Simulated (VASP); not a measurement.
AlN:

```xyz
4
Lattice="3.1110 0.0000 0.0000 -1.5555 2.6942 0.0000 0.0000 0.0000 4.9780" Properties=species:S:1:pos:R:3 pbc="T T T"
Al    0.0000    1.7961    0.0000
Al    1.5555    0.8981    2.4890
N     0.0000    1.7961    1.9165
N     1.5555    0.8981    4.4055
```

| Property | Result |
| --- | --- |
| Program | VASP 6.6.1 |
| Task | relaxation of cell and atoms |
| Functional | PBE |
| Potentials or basis | VASP PAW PBE potentials, release 64 (Al, N) |
| Cutoff | 600 eV |
| k mesh | 9 × 9 × 6 |
| Occupations | gaussian, width 0.02 eV |
| Spin | no spin polarisation |

At the start: pressure 3.6 GPa; volume 10.43 Å³/atom.

**Question.** How do energy, volume and symmetry change on relaxing?

**Answer.** Over 8 steps the energy falls by 2.9 meV/atom and the volume is 10.62 Å³/atom (+1.9 %); space group P6_3mc (No. 186, to 0.05 Å).

Step by step:
```tsv
step	energy change (eV)	largest force (eV/Å)	pressure (GPa)	volume (Å³)
1	0.0000	0.1815	3.65	41.72
2	-0.0029	0.0745	-3.03	43.17
3	-0.0108	0.0400	-0.06	42.50
4	-0.0113	0.0227	-0.05	42.50
5	-0.0115	0.0053	-0.05	42.51
6	-0.0115	0.0067	-0.05	42.51
7	-0.0115	0.0053	0.05	42.49
8	-0.0115	0.0001	0.00	42.50
```

Final structure:
```
Al N
1.0
     3.12816    0.00000    0.00000
    -1.56408    2.70906    0.00000
     0.00000    0.00000    5.01469
Al N
2 2
Direct
  0.33333 0.66667 0.00173
  0.66667 0.33333 0.50173
  0.33333 0.66667 0.38327
  0.66667 0.33333 0.88327
```
